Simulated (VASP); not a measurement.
Energy against volume of Cs (bcc). Computed with MS2 meta-GGA, VASP's PBE PAW potentials (set 64) (plane waves; VASP). Settings: 520 eV cut-off, 8×8×8 Γ-centred mesh, first-order Methfessel-Paxton smearing of 0.10 eV, potentials Cs_sv.

| V (Å³/atom) | E (eV/atom) |
|---|---|
| 113.885 | 4.51534 |
| 117.520 | 4.51300 |
| 121.154 | 4.51226 |
| 124.789 | 4.51277 |

Fit these four points and predict the energy of the run at 128.424 Å³/atom.

A cubic in V^(−2/3), the third-order Birch-Murnaghan form, passes through the four points with V0 = 121.34 Å³/atom and B0 = 2 GPa, and gives 4.5142 eV/atom there. The run gave 4.5144 eV/atom, +0.2 meV/atom from the fit; all five points give B0 = 2 GPa.

The compound is Cs in the bcc structure. It was relaxed first, which changed the volume by +7 %.
